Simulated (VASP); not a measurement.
Data:

```
NaF
1.0
    0.00000     2.33432     2.33432
    2.33432     0.00000     2.33432
    2.33432     2.33432     0.00000
Na F
1 1
Direct
  0.00000   0.00000   0.00000
  0.50000   0.50000   0.50000
```

Level of theory: vdW-DF2, VASP's PBE PAW potentials (set 64) (plane waves; VASP). Settings: 520 eV cut-off, 9×9×9 Γ-centred mesh, Gaussian smearing of 0.050 eV, potentials Na_pv F.

Estimate the energy per atom (σ→0), band gap (on the k-mesh) with the smallest direct gap where there is one.

```json
{
 "band gap (on the k-mesh)": "6.08 eV",
 "smallest direct gap (on the k-mesh)": "6.08 eV",
 "energy per atom (σ→0)": "-2.621 eV/atom"
}
```

Total energies compare only between runs with the same potentials, cut-off and functional.

The compound is NaF in the rock salt structure. It was relaxed first. The start is the result of an earlier pass.
